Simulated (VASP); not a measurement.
Calculation: r2SCAN+rVV10, VASP's PBE PAW potentials (set 64) (plane waves; VASP 6.6.1).

A VASP calculation is set up with these files.

**POSCAR**
```
La2O3
1
    1.9491707173    -3.3760626270     0.0000000000
    1.9491707173     3.3760626270    -0.0000000000
    0.0000000000    -0.0000000000     6.0580164254
La O
2 3
Direct
  0.3333330000   0.6666670000   0.2456635581
  0.6666670000   0.3333330000   0.7543364419
  0.0000000000   1.0000000000   0.0000000000
  0.3333330000   0.6666670000   0.6459555080
  0.6666670000   0.3333330000   0.3540444920
```

File KPOINTS:
```
Automatic
0
Gamma
6 6 4
```

INCAR:
```
# general
SYSTEM   = La2O3
PREC     = Accurate
ENCUT    = 520   # plane-wave cut-off (eV)
LREAL    = .FALSE.
LASPH    = .TRUE.   # aspherical one-centre terms

# electronic loop
EDIFF    = 1E-6   # SCF stop (eV)
NELM     = 100   # most electronic steps
ALGO     = Normal   # blocked Davidson
LMAXMIX  = 6   # l cut-off of mixed one-centre charges
LMIXTAU  = .TRUE.

# smearing
ISMEAR   = 0   # Gaussian
SIGMA    = 0.05   # width (eV)

# functional
METAGGA  = R2SCAN
LUSE_VDW = .TRUE.
BPARAM   = 11.95
CPARAM   = 0.0093

# ions
IBRION   = 2
NSW      = 60   # most ionic steps
ISIF     = 3   # ions, shape and volume
EDIFFG   = -0.02   # ionic stop

# output
LWAVE    = .FALSE.
LCHARG   = .FALSE.
```

POTCAR, in this order: La O (PBE.64 set). Program: vasp_std.

What VASP printed:

OUTCAR:
```
 ion  position               nearest neighbor table
   1  0.333  0.667  0.246-   5 2.34   5 2.34   5 2.34   4 2.42   3 2.70   3 2.70   3 2.70
   2  0.667  0.333  0.754-   4 2.34   4 2.34   4 2.34   5 2.42   3 2.70   3 2.70   3 2.70
   3  0.000  0.000  0.000-   1 2.70   2 2.70   2 2.70   1 2.70   2 2.70   1 2.70
   4  0.333  0.667  0.646-   2 2.34   2 2.34   2 2.34   1 2.42
   5  0.667  0.333  0.354-   1 2.34   1 2.34   1 2.34   2 2.42
  LATTYP: Found a hexagonal cell.
 ALAT       =     3.8983413584
 C/A-ratio  =     1.5539984492
 Subroutine PRICEL returns:
 Original cell was already a primitive cell.
 Subroutine GETGRP returns: Found 12 space group operations
The static configuration has the point symmetry D_3d.
The dynamic configuration has the point symmetry D_3d.
 Subroutine INISYM returns: Found 12 space group operations
 Subroutine IBZKPT returns following result:
 Found     24 irreducible k-points:

 Following reciprocal coordinates:
            Coordinates               Weight
  0.000000  0.000000  0.000000      1.000000
  0.166667 -0.000000  0.000000      6.000000
  0.333333  0.000000  0.000000      6.000000
  0.500000 -0.000000  0.000000      3.000000
  0.166667  0.166667  0.000000      6.000000
...
```

### OSZICAR
```
       N       E                     dE             d eps       ncg     rms          rms(c)
DAV:   1     0.429389192198E+03    0.42939E+03   -0.16085E+04  1176   0.259E+03
DAV:   2     0.388073920684E+02   -0.39058E+03   -0.38491E+03  1680   0.438E+02
DAV:   3    -0.936343747927E+02   -0.13244E+03   -0.13040E+03  2192   0.232E+02
DAV:   4    -0.112714905044E+03   -0.19081E+02   -0.19069E+02  2008   0.971E+01
DAV:   5    -0.113904255641E+03   -0.11894E+01   -0.11887E+01  2184   0.292E+01    0.141E+01
DAV:   6    -0.998134899047E+02    0.14091E+02   -0.30601E+01  1776   0.361E+01    0.599E+00
DAV:   7    -0.943483585003E+02    0.54651E+01   -0.32307E+00  1928   0.192E+01    0.307E+00
DAV:   8    -0.963444932045E+02   -0.19961E+01   -0.20590E+00  1784   0.135E+01    0.165E+00
DAV:   9    -0.948535849856E+02    0.14909E+01   -0.99586E-01  1568   0.972E+00    0.366E-01
DAV:  10    -0.951196965255E+02   -0.26611E+00   -0.28557E-01  1960   0.536E+00    0.283E-01
DAV:  11    -0.951358122863E+02   -0.16116E-01   -0.46105E-02  1896   0.250E+00    0.157E-01
DAV:  12    -0.951355525821E+02    0.25970E-03   -0.10170E-02  1872   0.111E+00    0.103E-01
DAV:  13    -0.951387577464E+02   -0.32052E-02   -0.79460E-03  1584   0.833E-01    0.102E-01
DAV:  14    -0.951399217107E+02   -0.11640E-02   -0.10485E-03  2280   0.357E-01    0.767E-02
DAV:  15    -0.951399656350E+02   -0.43924E-04   -0.18502E-04  2088   0.123E-01    0.611E-02
DAV:  16    -0.951406329733E+02   -0.66734E-03   -0.12795E-03  1688   0.273E-01    0.340E-02
DAV:  17    -0.951405974196E+02    0.35554E-04   -0.31814E-04  1872   0.197E-01    0.793E-03
DAV:  18    -0.951407290018E+02   -0.13158E-03   -0.57831E-05  1936   0.645E-02    0.638E-03
DAV:  19    -0.951407365158E+02   -0.75140E-05   -0.23048E-05  1976   0.536E-02    0.434E-03
DAV:  20    -0.951407372877E+02   -0.77185E-06   -0.14189E-05  1640   0.394E-02    0.195E-03
DAV:  21    -0.951407431397E+02   -0.58521E-05   -0.16729E-06  1096   0.179E-02    0.740E-04
DAV:  22    -0.951407428543E+02    0.28539E-06   -0.53494E-07   984   0.163E-02
   1 F= -.95140743E+02 E0= -.95140743E+02  d E =-.951407E+02
       N       E                     dE             d eps       ncg     rms          rms(c)
DAV:   1    -0.954110425116E+02   -0.27030E+00   -0.10496E+01  1864   0.285E+01    0.393E+00
DAV:   2    -0.951727337354E+02    0.23831E+00   -0.14214E+00  1912   0.863E+00    0.114E+00
DAV:   3    -0.951351810440E+02    0.37553E-01   -0.12687E-01  2016   0.465E+00    0.500E-01
DAV:   4    -0.951230438868E+02    0.12137E-01   -0.59915E-02  1952   0.303E+00    0.180E-01
DAV:   5    -0.951315314601E+02   -0.84876E-02   -0.16676E-02  2104   0.138E+00    0.854E-02
DAV:   6    -0.951330535240E+02   -0.15221E-02   -0.24048E-03  2216   0.509E-01    0.586E-02
DAV:   7    -0.951324190524E+02    0.63447E-03   -0.87241E-04  1848   0.321E-01    0.399E-02
DAV:   8    -0.951361579199E+02   -0.37389E-02   -0.33841E-02  1896   0.149E+00    0.157E-01
DAV:   9    -0.951329459529E+02    0.32120E-02   -0.28115E-02  1984   0.155E+00    0.596E-02
DAV:  10    -0.951331971130E+02   -0.25116E-03   -0.13190E-03  2256   0.258E-01    0.385E-02
DAV:  11    -0.951333657013E+02   -0.16859E-03   -0.32019E-04  1976   0.166E-01    0.187E-02
DAV:  12    -0.951333891972E+02   -0.23496E-04   -0.31028E-05  1992   0.669E-02    0.153E-02
DAV:  13    -0.951333898078E+02   -0.61059E-06   -0.47122E-06  1664   0.175E-02
   2 F= -.95133390E+02 E0= -.95133390E+02  d E =0.735305E-02
       N       E                     dE             d eps       ncg     rms          rms(c)
DAV:   1    -0.952441180871E+02   -0.11073E+00   -0.33180E+00  1856   0.165E+01    0.223E+00
DAV:   2    -0.951619575600E+02    0.82161E-01   -0.44340E-01  1760   0.479E+00    0.622E-01
DAV:   3    -0.951538882320E+02    0.80693E-02   -0.40835E-02  1992   0.254E+00    0.292E-01
DAV:   4    -0.951475795378E+02    0.63087E-02   -0.28075E-02  1840   0.205E+00    0.157E-01
DAV:   5    -0.951528077627E+02   -0.52282E-02   -0.73655E-03  2232   0.919E-01    0.540E-02
DAV:   6    -0.951530430202E+02   -0.23526E-03   -0.27974E-03  2088   0.576E-01    0.253E-02
DAV:   7    -0.951531084986E+02   -0.65478E-04   -0.24512E-03  2088   0.490E-01    0.267E-02
DAV:   8    -0.951530435483E+02    0.64950E-04   -0.21938E-04  2224   0.137E-01    0.227E-02
DAV:   9    -0.951530304678E+02    0.13081E-04   -0.14144E-03  1872   0.358E-01    0.156E-02
DAV:  10    -0.951531084549E+02   -0.77987E-04   -0.13234E-03  1992   0.353E-01    0.137E-02
DAV:  11    -0.951554864315E+02   -0.23780E-02   -0.29383E-02  1864   0.152E+00    0.127E-01
DAV:  12    -0.951529606925E+02    0.25257E-02   -0.25583E-02  1992   0.152E+00    0.157E-02
DAV:  13    -0.951530035441E+02   -0.42852E-04   -0.13363E-03  2280   0.244E-01    0.617E-03
DAV:  14    -0.951530329148E+02   -0.29371E-04   -0.20691E-04  2272   0.113E-01    0.155E-02
DAV:  15    -0.951530381232E+02   -0.52084E-05   -0.17866E-05  2216   0.297E-02    0.174E-02
DAV:  16    -0.951530324424E+02    0.56807E-05   -0.10295E-06  1272   0.149E-02    0.173E-02
DAV:  17    -0.951530212272E+02    0.11215E-04   -0.17914E-05  2088   0.330E-02    0.142E-02
DAV:  18    -0.951530444711E+02   -0.23244E-04   -0.14112E-03  1872   0.319E-01    0.167E-02
DAV:  19    -0.951551905567E+02   -0.21461E-02   -0.16232E-02  2056   0.105E+00    0.129E-01
DAV:  20    -0.951528481091E+02    0.23424E-02   -0.26732E-02  1992   0.148E+00    0.138E-02
DAV:  21    -0.951530365272E+02   -0.18842E-03   -0.19389E-03  2232   0.289E-01    0.131E-02
DAV:  22    -0.951530498365E+02   -0.13309E-04   -0.13582E-04  2056   0.860E-02    0.168E-02
DAV:  23    -0.951530473868E+02    0.24498E-05   -0.96518E-06  1912   0.265E-02    0.186E-02
DAV:  24    -0.951530436079E+02    0.37789E-05   -0.62131E-07  1168   0.987E-03    0.190E-02
DAV:  25    -0.951530402599E+02    0.33480E-05   -0.55725E-07  1048   0.126E-02    0.192E-02
DAV:  26    -0.951530393706E+02    0.88927E-06   -0.38490E-07   968   0.126E-02
   3 F= -.95153039E+02 E0= -.95153039E+02  d E =-.122965E-01
       N       E                     dE             d eps       ncg     rms          rms(c)
DAV:   1    -0.951530652869E+02   -0.25027E-04   -0.82157E-04  1880   0.259E-01    0.397E-02
DAV:   2    -0.951530567528E+02    0.85342E-05   -0.12496E-04  2000   0.831E-02    0.194E-02
DAV:   3    -0.951530582014E+02   -0.14486E-05   -0.19156E-05  2144   0.523E-02    0.102E-02
DAV:   4    -0.951530564120E+02    0.17894E-05   -0.11294E-05  1888   0.387E-02    0.330E-03
DAV:   5    -0.951530581128E+02   -0.17008E-05   -0.29909E-06  1240   0.253E-02    0.193E-03
DAV:   6    -0.951530555799E+02    0.25329E-05   -0.87184E-07   816   0.218E-02    0.360E-04
DAV:   7    -0.951530579504E+02   -0.23705E-05   -0.27414E-07   616   0.116E-02    0.312E-04
DAV:   8    -0.951530577023E+02    0.24813E-06   -0.14418E-07   600   0.967E-03
   4 F= -.95153058E+02 E0= -.95153058E+02  d E =-.123148E-01
       N       E                     dE             d eps       ncg     rms          rms(c)
DAV:   1    -0.951531145979E+02   -0.56648E-04   -0.56173E-02  1744   0.231E+00    0.816E-02
DAV:   2    -0.951532512025E+02   -0.13660E-03   -0.25917E-03  1912   0.432E-01    0.395E-02
DAV:   3    -0.951532557282E+02   -0.45257E-05   -0.24155E-04  2080   0.160E-01    0.200E-02
DAV:   4    -0.951532467357E+02    0.89925E-05   -0.54622E-05  2144   0.824E-02    0.785E-03
DAV:   5    -0.951532510423E+02   -0.43067E-05   -0.25875E-05  1616   0.542E-02    0.358E-03
DAV:   6    -0.951532560990E+02   -0.50566E-05   -0.12187E-05  1712   0.387E-02    0.253E-03
DAV:   7    -0.951532589295E+02   -0.28306E-05   -0.18845E-06  1120   0.177E-02    0.104E-03
DAV:   8    -0.951532585113E+02    0.41828E-06   -0.10459E-06   832   0.183E-02
   5 F= -.95153259E+02 E0= -.95153259E+02  d E =-.200809E-03
```

### OUTCAR
```
------------------------ aborting loop because EDIFF is reached ----------------------------------------
  FORCE on cell =-STRESS in cart. coord.  units (eV):
  Direction    XX          YY          ZZ          XY          YZ          ZX
  --------------------------------------------------------------------------------------
  Total       -0.0364040     -0.0364040     -0.0516578      0.0000000      0.0000000      0.0000000
  in kB       -0.7183822     -0.7183821     -1.0193948      0.0000000      0.0000000      0.0000000
  external PRESSURE =      -0.8187197 kB  Pullay stress =       0.0000000 kB
  volume of cell :       81.19
      direct lattice vectors                 reciprocal lattice vectors
     1.962718006 -3.399527217  0.000000000     0.254748771 -0.147079275 -0.000000000
     1.962718006  3.399527217 -0.000000000     0.254748771  0.147079275  0.000000000
     0.000000000 -0.000000000  6.084120898     0.000000000  0.000000000  0.164362283
 POSITION                                       TOTAL-FORCE (eV/Angst)
 -----------------------------------------------------------------------------------
      1.96272      1.13318      1.49288         0.000000      0.000000      0.001526
      1.96272     -1.13318      4.59124         0.000000      0.000000     -0.001526
      0.00000     -0.00000      0.00000        -0.000000      0.000000      0.000000
      1.96272      1.13318      3.93161        -0.000000      0.000000      0.019458
      1.96272     -1.13318      2.15251        -0.000000     -0.000000     -0.019458
 -----------------------------------------------------------------------------------
    total drift:                                0.000000     -0.000000      0.000000
  FREE ENERGIE OF THE ION-ELECTRON SYSTEM (eV)
  ---------------------------------------------------
  free  energy   TOTEN  =       -95.1532585113 eV

  energy  without entropy=      -95.1532585113  energy(sigma->0) =      -95.15325851

 reached required accuracy - stopping structural energy minimisation
```
(Selected blocks of OUTCAR.)

File CONTCAR:
```
La2O3
   1.00000000000000
     1.9627180057668574   -3.3995272170943123    0.0000000000000000
     1.9627180057668574    3.3995272170943123   -0.0000000000000000
     0.0000000000000000   -0.0000000000000000    6.0841208975348957
  La              O
     2     3
Direct
     0.3333330000000032    0.6666669999999968    0.2453725686100821
     0.6666669999999968    0.3333330000000032    0.7546274313899179
     0.0000000000000000    0.0000000000000000    0.0000000000000000
     0.3333330000000032    0.6666669999999968    0.6462082958739089
     0.6666669999999968    0.3333330000000032    0.3537917041260911
```

The compound is La2O3 in the a-type structure. This run relaxes it. Symmetry was kept, so distortions that lower it aren't found. The start is the result of an earlier pass.
